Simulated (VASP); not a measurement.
VASP runs on NiO (rock salt, AFM-II order) share one base input (PBE GGA, plane waves, VASP's PBE PAW potentials (set 64)) and change the settings named in each case.

POSCAR:
```
NiO
1
    4.1800000000     2.0900000000     2.0900000000
    2.0900000000     4.1800000000     2.0900000000
    2.0900000000     2.0900000000     4.1800000000
Ni O
2 2
Direct
  0.0000000000   0.0000000000   0.0000000000
  0.5000000000   0.5000000000   0.5000000000
  0.2500000000   0.2500000000   0.2500000000
  0.7500000000   0.7500000000   0.7500000000
```

INCAR:
```
# general
SYSTEM  = NiO
PREC    = Accurate
ENCUT   = 520
LREAL   = .FALSE.   # projection in real space or not
LASPH   = .TRUE.

# electronic loop
EDIFF   = 1E-6
NELM    = 100   # most electronic steps
ALGO    = Normal
LMAXMIX = 4   # l cut-off of mixed one-centre charges

# smearing
ISMEAR  = 0   # Gaussian
SIGMA   = 0.05   # width (eV)

# functional
GGA     = PE   # PBE

# spin
ISPIN   = 2   # spin-polarised
MAGMOM  = 2.0 -2.0 2*0.0

# ions
ISIF    = 2   # forces and stress, cell fixed

# output
LWAVE   = .FALSE.
LCHARG  = .FALSE.
LORBIT  = 10
```

**KPOINTS**
```
Automatic mesh
0
Gamma
8 8 8
0 0 0
```

POTCAR, in this order: Ni O (PBE.64 set). Program: vasp_std.

```json
[
 {"change": "base run", "E(σ→0) (eV/atom)": "-5.8712", "pressure (GPa)": "1.61", "gap on the mesh (eV)": "0.94", "moment (μB)": "0.00", "−TS (eV)": "0.0000"},
 {"change": "ISPIN = 1, the spin start removed", "E(σ→0) (eV/atom)": "-5.6813", "pressure (GPa)": "-2.53", "gap on the mesh (eV)": "0.00", "moment (μB)": "-", "−TS (eV)": "-0.0080"},
 {"change": "MAGMOM = 0 0 0 0", "E(σ→0) (eV/atom)": "-5.6813", "pressure (GPa)": "-2.50", "gap on the mesh (eV)": "0.00", "moment (μB)": "0.00", "−TS (eV)": "-0.0080"},
 {"change": "MAGMOM = 0.4 -0.4 0.0 0.0", "E(σ→0) (eV/atom)": "-5.8712", "pressure (GPa)": "1.68", "gap on the mesh (eV)": "0.94", "moment (μB)": "0.00", "−TS (eV)": "0.0000"},
 {"change": "MAGMOM = 4.0 0.0 0.0 0.0", "E(σ→0) (eV/atom)": "-5.8712", "pressure (GPa)": "1.65", "gap on the mesh (eV)": "0.94", "moment (μB)": "0.00", "−TS (eV)": "0.0000"},
 {"change": "MAGMOM = 2.0 2.0 0.0 0.0", "E(σ→0) (eV/atom)": "?", "pressure (GPa)": "?", "gap on the mesh (eV)": "0.00", "moment (μB)": "?", "−TS (eV)": "?"}
]
```

**Question.** Fill in the missing entries.

**Answer.** 
- MAGMOM = 2.0 2.0 0.0 0.0, E(σ→0) (eV/atom): -5.7363
- MAGMOM = 2.0 2.0 0.0 0.0, pressure (GPa): 4.77
- MAGMOM = 2.0 2.0 0.0 0.0, moment (μB): 3.54
- MAGMOM = 2.0 2.0 0.0 0.0, −TS (eV): -0.0026

Left out are runs that ran out of time, are held back, or changed the cell or the kind of run, fixed moments of cells without a moment, rows past the twelfth, gaps on odd meshes, pressures of charged cells and columns that move by less than the noise.

The compound is NiO in the rock salt, AFM-II order structure. The cell was not relaxed at this level.
